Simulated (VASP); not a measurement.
# Be18Ga in VASP: notebook

The runs below take Be18Ga through single point, with PBEsol.

All numbers are computed with VASP 6.6.1; they aren't measurements. Logs are shortened: lines on timing, memory, paths and dates and some standing lists are left out, and cuts for length are marked.

**1. Starting point**

The cell holds a slab with vacuum, 19 atoms: a = 4.580 Å, b = 6.870 Å, c = 15.588 Å, α = 90.00°, β = 90.00°, γ = 60.00°.

The cell was built by a generator and needn't be a form met in nature.

**2. Single point, PBEsol**

The input, INCAR:

```
SYSTEM = Be18Ga
ALGO = Fast
EDIFF = 1E-6
ENCUT = 520
GGA = PS
ISIF = 2
ISMEAR = -1
LASPH = .True.
LCHARG = .True.
LELF = .True.
LREAL = Auto
LVHAR = .True.
LWAVE = .False.
NBANDS = 40
NELM = 100
PREC = Accurate
SIGMA = 0.05
```

The input, KPOINTS:

```
k-points
0
Gamma
  4 3 1
  0 0 0
```

The input, POSCAR:

```
Be18Ga
1.0
    4.5800000000      0.0000000000      0.0000000000
    3.4350000000      5.9495950000      0.0000000000
    0.0000000000      0.0000000000     15.5884300000
Be Ga
18 1
Direct
    0.0000000000      0.0000000000      0.0641500780
    0.5000000000      0.0000000000      0.0641500780
    0.0000000420      0.3333332773      0.0641500780
    0.5000000420      0.3333332773      0.0641500780
   -0.0000000420      0.6666667227      0.0641500780
    0.4999999580      0.6666667227      0.0641500780
   -0.1713828815      0.2286723718      0.1808075605
    0.3348869397      0.2216150847      0.1827194913
   -0.1638328688      0.5569733738      0.1820453375
    0.3299044913      0.5575055109      0.1805498694
   -0.1695859318      0.8877300052      0.1810549876
    0.3354610400      0.8910836788      0.1806707282
   -0.0081763563      0.0050927836      0.2921131249
    0.4990782503     -0.0010449451      0.3007612697
    0.0005419587      0.3315862676      0.3003965120
    0.4962179919      0.3352330705      0.3006275808
   -0.0017155527      0.6681802711      0.2992301341
    0.5006856285      0.6655370660      0.2962466393
    0.1828640747      0.8617174782      0.4354313423
```

Potentials or basis: VASP PAW PBE potentials, release 64 (Be, Ga_d).

The run is started by

```sh
> cat potpaw_PBE.64/Be/POTCAR potpaw_PBE.64/Ga_d/POTCAR > POTCAR
> mpirun -np 1 vasp_std > vasp.out
```

OUTCAR:

```text
SYSTEM = Be18Ga
   EDIFF = 1E-6
   ENCUT = 520
   GGA = PS
   ISIF = 2
   ISMEAR = -1
   LASPH = .True.
   LREAL = Auto
   NELM = 100
   PREC = Accurate

 ion  position               nearest neighbor table
   1  0.000  0.000  0.064-  12 2.25  11 2.26   7 2.27   5 2.29   3 2.29   6 2.29   4 2.29   2 2.29
                             2 2.29
   2  0.500  0.000  0.064-  12 2.23  11 2.24   8 2.27   6 2.29   4 2.29   3 2.29   5 2.29   1 2.29
                             1 2.29
   3  0.000  0.333  0.064-   7 2.24   9 2.27   8 2.28   1 2.29   2 2.29   4 2.29   4 2.29   6 2.29
                             5 2.29
   4  0.500  0.333  0.064-   7 2.24  10 2.25   8 2.27   2 2.29   1 2.29   3 2.29   3 2.29   5 2.29
                             6 2.29
   5  1.000  0.667  0.064-  10 2.24  11 2.25   9 2.25   1 2.29   2 2.29   6 2.29   6 2.29   4 2.29
                             3 2.29
   6  0.500  0.667  0.064-  10 2.25  12 2.25   9 2.27   2 2.29   1 2.29   5 2.29   5 2.29   3 2.29
                             4 2.29
   7  0.829  0.229  0.181-  13 2.19   3 2.24   4 2.24  15 2.27   1 2.27  10 2.27   9 2.27   8 2.29
                            16 2.29   8 2.30  12 2.32  11 2.34
   8  0.335  0.222  0.183-  16 2.26  15 2.26  14 2.27  12 2.27   2 2.27   4 2.27   3 2.28  11 2.28
                             7 2.29   9 2.29   7 2.30  10 2.30
   9  0.836  0.557  0.182-  18 2.22  17 2.24   5 2.25  11 2.26  10 2.26   3 2.27   6 2.27   7 2.27
[... 4 lines left out ...]
                             8 2.28  14 2.28  12 2.32   7 2.34
  12  0.335  0.891  0.181-  13 2.21   2 2.23  18 2.25   1 2.25   6 2.25  11 2.26   8 2.27  14 2.27
                             9 2.29  10 2.30   7 2.32  11 2.32
  13  0.992  0.005  0.292-   7 2.19  11 2.19  12 2.21  15 2.27  16 2.27  14 2.28  17 2.30  14 2.31
                            18 2.33  19 2.42
  14  0.499  0.999  0.301-   8 2.27  12 2.27  17 2.28  13 2.28  11 2.28  15 2.28  18 2.29  16 2.30
                            13 2.31
  15  0.001  0.332  0.300-   8 2.26  13 2.27   7 2.27   9 2.28  16 2.28  14 2.28  18 2.29  16 2.30
                            17 2.31
  16  0.496  0.335  0.301-   8 2.26  13 2.27  18 2.28  15 2.28  17 2.28   7 2.29  10 2.29  15 2.30
                            14 2.30
  17  0.998  0.668  0.299-   9 2.24  11 2.26  10 2.27  14 2.28  16 2.28  18 2.29  18 2.29  13 2.30
                            15 2.31
  18  0.501  0.666  0.296-   9 2.22  10 2.24  12 2.25  16 2.28  14 2.29  17 2.29  17 2.29  15 2.29
                            13 2.33  19 2.58
  19  0.183  0.862  0.435-  13 2.42  18 2.58

  LATTYP: Found a simple monoclinic cell.
 ALAT       =     4.5800000000
 B/A-ratio  =     3.4035873362
 C/A-ratio  =     1.3228757576
 COS(beta)  =    -0.1889822219

  Lattice vectors:

 A1 = (   4.5800000000,   0.0000000000,   0.0000000000)
 A2 = (   0.0000000000,   0.0000000000, -15.5884300000)
 A3 = (  -1.1450000000,   5.9495950000,   0.0000000000)

Analysis of symmetry for initial positions (statically):
=====================================================================
 Subroutine PRICEL returns:
 Original cell was already a primitive cell.

 Routine SETGRP: Setting up the symmetry group for a
 simple monoclinic supercell.

 Subroutine GETGRP returns: Found  1 space group operations
 (whereof  1 operations were pure point group operations)
 out of a pool of  4 trial point group operations.

The static configuration has the point symmetry C_1 .

Analysis of symmetry for dynamics (positions and initial velocities):
=====================================================================
 Subroutine PRICEL returns:
 Original cell was already a primitive cell.

 Routine SETGRP: Setting up the symmetry group for a
 simple monoclinic supercell.

 Subroutine GETGRP returns: Found  1 space group operations
 (whereof  1 operations were pure point group operations)
 out of a pool of  4 trial point group operations.

The dynamic configuration has the point symmetry C_1 .

 Subroutine INISYM returns: Found  1 space group operations
 (whereof  1 operations are pure point group operations),
 and found     1 'primitive' translations

----------------------------------------------------------------------------------------

                                     Primitive cell

  volume of cell :     424.7714

  direct lattice vectors                    reciprocal lattice vectors
     4.580000000  0.000000000  0.000000000     0.218340611 -0.126059001  0.000000000
     3.435000000  5.949595000  0.000000000     0.000000000  0.168078668  0.000000000
[... 51 lines left out ...]

Automatic generation of k-mesh.
 Grid dimensions read from file:
 generate k-points for:    4    3    1

 Generating k-lattice:

  Cartesian coordinates                     Fractional coordinates (reciprocal lattice)
     0.054585153 -0.031514750  0.000000000     0.250000000  0.000000000  0.000000000
     0.000000000  0.056026223  0.000000000     0.000000000  0.333333333  0.000000000
     0.000000000  0.000000000  0.064150142     0.000000000  0.000000000  1.000000000

  Length of vectors
     0.063029504  0.056026223  0.064150142

  Shift w.r.t. Gamma in fractional coordinates (k-lattice)
     0.000000000  0.000000000  0.000000000

 Subroutine IBZKPT returns following result:
 ===========================================

 Found      7 irreducible k-points:

 Following reciprocal coordinates:
            Coordinates               Weight
  0.000000  0.000000  0.000000      1.000000
  0.250000  0.000000  0.000000      2.000000
  0.500000  0.000000  0.000000      1.000000
  0.000000  0.333333  0.000000      2.000000
  0.250000  0.333333  0.000000      2.000000
  0.500000  0.333333  0.000000      2.000000
 -0.250000  0.333333  0.000000      2.000000
   k-points           NKPTS =      7   k-points in BZ     NKDIM =      7   number of bands    NBANDS=     40
   number of dos      NEDOS =    301   number of ions     NIONS =     19
   total plane-waves  NPLWV = 233280
   dimension x,y,z NGX =    36 NGY =   54 NGZ =  120
   dimension x,y,z NGXF=    72 NGYF=  108 NGZF=  240
   ions per type =              18   1
   NGX,Y,Z   is equivalent  to a cutoff of  13.07, 13.07, 12.80 a.u.
   NGXF,Y,Z  is equivalent  to a cutoff of  26.13, 26.13, 25.60 a.u.
 SYSTEM =  Be18Ga
   PREC   = accura    normal or accurate (medium, high low for compatibility)
   ISTART =      0    job   : 0-new  1-cont  2-samecut
   ICHARG =      2    charge: 1-file 2-atom 10-const
   ISPIN  =      1    spin polarized calculation?
   LNONCOLLINEAR =      F non collinear calculations
   LSORBIT =      F    spin-orbit coupling
   LASPH  =      T    aspherical Exc in radial PAW
   ENCUT  =  520.0 eV  38.22 Ry    6.18 a.u.   8.52 12.77 28.98*2*pi/ulx,y,z
   NELM   =    100;   NELMIN=  2; NELMDL= -5     # of ELM steps
   EDIFF  = 0.1E-05   stopping-criterion for ELM
   LREAL  =      T    real-space projection
   EDIFFG = 0.1E-04   stopping-criterion for IOM
   NSW    =      0    number of steps for IOM
   IBRION =     -1    ionic relax: 0-MD 1-quasi-New 2-CG
   NFREE  =      0    steps in history (QN), initial steepest desc. (CG)
   ISIF   =      2    stress and relaxation
   ISYM   =      2    0-nonsym 1-usesym 2-fastsym
   POTIM  = 0.5000    time-step for ionic-motion
   TEBEG  =    0.0;   TEEND  =   0.0 temperature during run
   PSTRESS=    0.0 pullay stress
   NELECT =      49.0000    total number of electrons
   NUPDOWN=      -1.0000    fix difference up-down
   EMIN   =  10.00;   EMAX   =-10.00  energy-range for DOS
   EFERMI =   0.00;   METHOD = LEGACY
   ISMEAR =    -1;   SIGMA  =   0.05  broadening in eV -4-tet -1-fermi 0-gaus
   EFERMI_NEDOS =   21; number of points for ismear=-14 and -15
   IALGO  =     68    algorithm
   IMIX   =      4    mixing-type and parameters
     AMIX     =   0.40;   BMIX     =  1.00
     AMIX_MAG =   1.60;   BMIX_MAG =  1.00
  volume/ion in A,a.u.               =      22.36       150.87
  Fermi-wavevector in a.u.,A,eV,Ry     =   0.796933  1.505985  8.641089  0.635102
  Thomas-Fermi vector in A             =   1.903552
   LORBIT       =      0    0 simple, 1 ext, 2 COOP (PROOUT), +10 PAW based schemes
   GGA     = PS    functional components
   LHFCALC =     F    Hartree Fock is set to
   AEXX    =    0.0000 exact exchange contribution
   IVDW    =     0    specifies the selected vdW correction
   LEPSILON=     F    determine dielectric tensor
   LRPA    =     F    only Hartree local field effects (RPA)
 non-spin polarized calculation
 RMM-DIIS sequential band-by-band and
  energy-cutoff  :      520.00
  volume of cell :      424.77
 maximum number of plane-waves:     11487
 NGX is ok and might be reduce to    36
   NGX = 17   NGY = 25   NGZ = 57

 number of electron      49.0000001 magnetization

 Free energy of the ion-electron system (eV)
  ---------------------------------------------------
  ext. energy  EPLUGINS =         0.00000000
  ---------------------------------------------------
  free energy    TOTEN  =       -68.56459782 eV

  energy without entropy =      -68.52729834  energy(sigma->0) =      -68.54594808

 E-fermi :  -0.6249     XC(G=0):  -5.5455

 val. band max:       -0.6259881703   @ k =   0.5000   0.0000   0.0000
 cond. band min:      -0.5474467443   @ k =   0.5000   0.3333   0.0000
 fundamental gap:      0.0785414260
 Fermi energy:        -0.6248926099

 k-point     1 :       0.0000    0.0000    0.0000
  band No.  band energies     occupation
      1     -15.0360      2.00000
      2     -15.0327      2.00000
      3     -15.0094      2.00000
      4     -14.9888      2.00000
      5     -14.9878      2.00000
      6     -10.2362      2.00000
[... 262 lines left out ...]
     35       3.5662      0.00000
     36       3.8411      0.00000
 [bands above 36 left out]

------------------------ aborting loop because EDIFF is reached ----------------------------------------

  FORCE on cell =-STRESS in cart. coord.  units (eV):
  Direction    XX          YY          ZZ          XY          YZ          ZX
  --------------------------------------------------------------------------------------
  -------------------------------------------------------------------------------------
  Total      -13.7230540    -15.3005576      0.2548849      0.6894613     -0.1587868     -0.0410038
  in kB      -51.7614096    -57.7115292      0.9613898      2.6005501     -0.5989214     -0.1546606
  external PRESSURE =     -36.1705163 kB  Pullay stress =       0.0000000 kB

 VOLUME and BASIS-vectors are now :
 -----------------------------------------------------------------------------
  energy-cutoff  :      520.00
  volume of cell :      424.77
      direct lattice vectors                 reciprocal lattice vectors
     4.580000000  0.000000000  0.000000000     0.218340611 -0.126059001  0.000000000
     3.435000000  5.949595000  0.000000000     0.000000000  0.168078668  0.000000000
     0.000000000  0.000000000 15.588430000     0.000000000  0.000000000  0.064150142

 POSITION                                       TOTAL-FORCE (eV/Angst)
 -----------------------------------------------------------------------------------
      0.00000      0.00000      1.00000        -0.115260      0.021999     -0.040859
      2.29000      0.00000      1.00000         0.119779     -0.015710     -0.030296
      1.14500      1.98320      1.00000         0.084122      0.057929      0.029387
      3.43500      1.98320      1.00000        -0.079496     -0.063310      0.026106
      6.87000      3.96640      1.00000        -0.130442      0.045636     -0.033612
      4.58000      3.96640      1.00000         0.129424     -0.020804     -0.016553
[... 11 lines left out ...]
      4.57926      3.95968      4.61802        -0.000694     -0.006825      0.005229
      3.79752      5.12687      6.78769        -0.005245     -0.033409      0.006239
 -----------------------------------------------------------------------------------
    total drift:                                0.000811      0.000077      0.001624

  FREE ENERGIE OF THE ION-ELECTRON SYSTEM (eV)
  ---------------------------------------------------
  free  energy   TOTEN  =       -68.5645978156 eV

  energy  without entropy=      -68.5272983363  energy(sigma->0) =      -68.54594808
```

Run time: 2.6 min. Hardware: 1 thread of Intel Xeon 6975P-C (Granite Rapids), shared host; peak memory 0.52 GiB.

Results:

```yaml
Free_energy: -68.5646 eV
Largest_force: 0.142 eV/Å
Band_gap_on_the_k_mesh: none (metal or under the smearing width)
```

Forces on the atoms (eV/Å):
```
Be  -0.115  0.022 -0.041
Be   0.120 -0.016 -0.030
Be   0.084  0.058  0.029
Be  -0.079 -0.063  0.026
Be  -0.130  0.046 -0.034
Be   0.129 -0.021 -0.017
Be   0.000  0.010  0.004
Be   0.002 -0.007 -0.002
Be   0.007 -0.005 -0.002
Be  -0.008  0.002 -0.002
Be  -0.006 -0.011 -0.005
Be   0.004  0.006  0.001
Be  -0.008  0.007  0.020
Be   0.003 -0.002  0.008
Be   0.002  0.002  0.010
Be  -0.003  0.004  0.011
Be   0.005  0.009  0.012
Be  -0.001 -0.007  0.005
Ga  -0.005 -0.033  0.006
```

Caveat: the k mesh is coarse (spacing up to 0.40 Å⁻¹), so the values aren't converged; the PAW data sets were made with another functional, which shifts forces and pressure a little.

**3. Single point, PBEsol**

The input, INCAR:

```
SYSTEM = Be18Ga
  PREC = Accurate
  ENCUT = 520
  EDIFF = 1E-6
  ISMEAR = -1
  SIGMA = 0.05
  LREAL = Auto
  LASPH = .True.
  NELM = 100
  ALGO = Normal
  ISIF = 2
  LWAVE = .False.
  LCHARG = .True.
  GGA = PS
  LELF = .True.
  LVHAR = .True.
  NBANDS = 40
```

The input, KPOINTS:

```
regular mesh
0
Gamma
  4 3 1
  0 0 0
```

The input, POSCAR:

```
Be18Ga
1.0
    4.5800000000      0.0000000000      0.0000000000
    3.4350000000      5.9495950000      0.0000000000
    0.0000000000      0.0000000000     15.5884300000
Be Ga
18 1
Direct
    0.0000000000      0.0000000000      0.0641500780
    0.5000000000      0.0000000000      0.0641500780
    0.0000000420      0.3333332773      0.0641500780
    0.5000000420      0.3333332773      0.0641500780
   -0.0000000420      0.6666667227      0.0641500780
    0.4999999580      0.6666667227      0.0641500780
   -0.1716646897      0.2270941131      0.1804234294
    0.3360215483      0.2225657377      0.1820114020
   -0.1657429393      0.5581568157      0.1829226548
    0.3308112913      0.5568283219      0.1818628303
   -0.1686973018      0.8872901433      0.1805626352
    0.3343292506      0.8907883646      0.1804714779
   -0.0083688412      0.0027939717      0.2913319686
    0.5003980812     -0.0005980239      0.2987845473
    0.0010488593      0.3300769212      0.3000780707
    0.4973481903      0.3337645672      0.3005412347
   -0.0013106253      0.6685169327      0.3008632685
    0.4972796543      0.6676923387      0.2985590595
    0.1871656082      0.9423591018      0.4358881555
```

Potentials or basis: VASP PAW PBE potentials, release 64 (Be, Ga_d).

The run is started by

```sh
> cat potpaw_PBE.64/Be/POTCAR potpaw_PBE.64/Ga_d/POTCAR > POTCAR
> mpirun -np 1 vasp_std > vasp.out
```

It took 2.4 min on 1 thread of Intel Xeon 6975P-C (Granite Rapids), shared host; peak memory 0.51 GiB.

The run converged. Its results:

```
Free energy            : -68.5530 eV
Largest force          : 0.143 eV/Å
Band gap on the k mesh : none (metal or under the smearing width)
```

Forces in eV/Å, atoms in the order of the input:
```
Be  -0.130  0.042 -0.044
Be   0.115 -0.026 -0.033
Be   0.062  0.074 -0.036
Be  -0.051 -0.045  0.049
Be  -0.095  0.005  0.003
Be   0.095 -0.048 -0.012
Be   0.001  0.016  0.005
Be  -0.004 -0.012 -0.005
Be   0.010 -0.011  0.000
Be  -0.010  0.008 -0.005
Be  -0.010 -0.012 -0.003
Be   0.010  0.010 -0.002
Be  -0.023  0.010  0.008
Be  -0.001 -0.005 -0.001
Be  -0.001  0.003  0.010
Be   0.003  0.002  0.011
Be   0.007  0.010  0.015
Be   0.001 -0.009  0.007
Ga   0.021 -0.014  0.030
```

Levels at points of the mesh, in eV from the Fermi level:
```csv
k point,band 21,band 22,band 23,band 24,band 25,band 26,band 27,band 28,band 29,band 30
"(0.00, 0.00, 0.00)",-1.32,-1.26,-0.91,-0.22,-0.16,1.15,1.55,2.17,2.85,3.13
"(0.50, 0.00, 0.00)",-0.66,-0.61,-0.18,0.02,0.14,0.40,0.67,1.13,2.21,2.28
```

Caveat: the k mesh is coarse (spacing up to 0.40 Å⁻¹), so the values aren't converged; the PAW data sets were made with another functional, which shifts forces and pressure a little.

**4. Single point, PBEsol**

The input, INCAR:

```
SYSTEM = Be18Ga
PREC = Accurate ; ENCUT = 520
EDIFF = 1E-7 ; ISMEAR = -1
SIGMA = 0.05 ; LREAL = Auto
LASPH = .True. ; NELM = 100
ALGO = Normal ; ISIF = 2
LWAVE = .False. ; LCHARG = .False.
GGA = PS ; NBANDS = 40
```

The input, KPOINTS:

```
Automatic mesh
0
Gamma
  4 3 1
  0 0 0
```

The input, POSCAR:

```
Be18Ga
1.0
    4.5800000000      0.0000000000      0.0000000000
    3.4350000000      5.9495950000      0.0000000000
    0.0000000000      0.0000000000     15.5884300000
Be Ga
18 1
Direct
    0.0000000000      0.0000000000      0.0641500780
    0.5000000000      0.0000000000      0.0641500780
    0.0000000420      0.3333332773      0.0641500780
    0.5000000420      0.3333332773      0.0641500780
   -0.0000000420      0.6666667227      0.0641500780
    0.4999999580      0.6666667227      0.0641500780
   -0.1714929520      0.2253306317      0.1805800199
    0.3363512645      0.2231467856      0.1815495210
   -0.1672950963      0.5586237383      0.1831009922
    0.3314923926      0.5562602160      0.1826228812
   -0.1676535646      0.8869689449      0.1804372859
    0.3333039477      0.8906229752      0.1801037693
   -0.0072199248      0.0001005110      0.2917860875
    0.5013576560     -0.0013723623      0.2972818302
    0.0003064595      0.3301066711      0.2992015232
    0.4985595150      0.3322883322      0.3008533252
   -0.0010210078      0.6671904558      0.3011185219
    0.4956890824      0.6686806413      0.3000957762
    0.1760169767      1.0026548026      0.4356212909
```

The run is started by

```sh
> cat potpaw_PBE.64/Be/POTCAR potpaw_PBE.64/Ga_d/POTCAR > POTCAR
> mpirun -np 1 vasp_std > vasp.out
```

It took 2.6 min on 1 thread of Intel Xeon 6975P-C (Granite Rapids), shared host; peak memory 0.51 GiB.

It converged, with:

| Quantity | Value |
| --- | --- |
| Free energy | -68.5575 eV |
| Largest force | 0.149 eV/Å |
| Band gap on the k mesh | none (metal or under the smearing width) |

Forces in eV/Å, atoms in the order of the input:
```
Be  -0.129  0.058 -0.045
Be   0.103 -0.027 -0.035
Be   0.026  0.057 -0.062
Be  -0.013 -0.030  0.041
Be  -0.057 -0.014  0.039
Be   0.052 -0.071 -0.011
Be   0.005  0.010  0.007
Be  -0.002 -0.008 -0.001
Be   0.005 -0.008  0.004
Be  -0.006  0.003  0.000
Be  -0.008 -0.004 -0.008
Be   0.005  0.008 -0.004
Be  -0.021 -0.005  0.004
Be   0.008 -0.005  0.001
Be   0.002  0.005  0.008
Be  -0.001  0.004  0.011
Be   0.002  0.009  0.015
Be   0.003 -0.002  0.011
Ga   0.026  0.018  0.025
```

Levels at points of the mesh, in eV from the Fermi level:
| k point | band 22 | band 23 | band 24 | band 25 | band 26 | band 27 | band 28 | band 29 |
| --- | --- | --- | --- | --- | --- | --- | --- | --- |
| (0.00, 0.00, 0.00) | -1.26 | -0.93 | -0.20 | -0.18 | 1.18 | 1.54 | 2.08 | 2.80 |
| (0.50, 0.00, 0.00) | -0.60 | -0.19 | 0.03 | 0.12 | 0.39 | 0.68 | 1.11 | 2.22 |

Caveat: the k mesh is coarse (spacing up to 0.40 Å⁻¹), so the values aren't converged; the PAW data sets were made with another functional, which shifts forces and pressure a little.
